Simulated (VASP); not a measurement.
A cell of DyBi (relaxed from the PtS structure, space group P4_2/mmc) near equilibrium:

```yaml
crystal:
  lattice:
    - [4.07915, 0.00000, 0.00000]
    - [0.00000, 4.07915, 0.00000]
    - [0.00000, 0.00000, 9.06297]
  atoms:
    - { symbol: Dy, position: [0.00000, 0.50000, 0.00000] }
    - { symbol: Dy, position: [0.50000, 0.00000, 0.50000] }
    - { symbol: Bi, position: [0.00000, 0.00000, 0.25000] }
    - { symbol: Bi, position: [0.00000, 0.00000, 0.75000] }
```

The numbers are results of PBEsol GGA, VASP's PBE PAW potentials (set 64) (plane waves; VASP 6.6.1), not measurements.

The 4f electrons are frozen in the core of the lanthanide potential, so 4f levels, which can set the real gap, and their magnetism are missing.

```csv
run,ΔE (meV/atom),σxx,σyy,σzz,"largest shear component, with its sign (GPa)",largest force (eV/Å)
as it is,0.0,0.35,0.35,-0.54,0.00,0.000
after one change,0.1,0.35,0.35,-0.53,-0.19,0.071
```
Stress is in GPa, positive when the cell is compressed.

Problem. Which change was made?
A. uniaxial strain of +1.0 % along z
B. uniaxial strain of +3.0 % along y with the ions relaxed
C. atom 3 (Bi) moved by -0.025 Å along x
D. isotropic strain of -2.0 %

Solution. C, atom 3 (Bi) moved by -0.025 Å along x

The structure was generated: DyBi was put into the PtS type (P4_2/mmc), which need not be its known phase.
